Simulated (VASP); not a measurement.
```xyz
4
Lattice="1.2571 -2.1774 0.0000 1.2571 2.1774 0.0000 0.0000 0.0000 6.4088" Properties=species:S:1:pos:R:3 pbc="T T T"
B      1.2571     0.7258     1.6022
B      1.2571    -0.7258     4.8066
N      1.2571    -0.7258     1.6022
N      1.2571     0.7258     4.8066
```

The numbers are results of vdW-DF-cx, VASP's PBE PAW potentials (set 64) (plane waves; VASP 6.6.1), not measurements. Run with 520 eV cut-off, 9×9×3 Γ-centred mesh, Gaussian smearing of 0.050 eV, potentials B N.

**Question.** Predict the energy per atom (σ→0).

**Answer.** 
```yaml
energy per atom (σ→0): -7.844 eV/atom
```

The absolute energy has meaning only against runs of the same code, potentials and settings.

The compound is BN in the hex structure. It was relaxed first. The start is the result of an earlier pass.
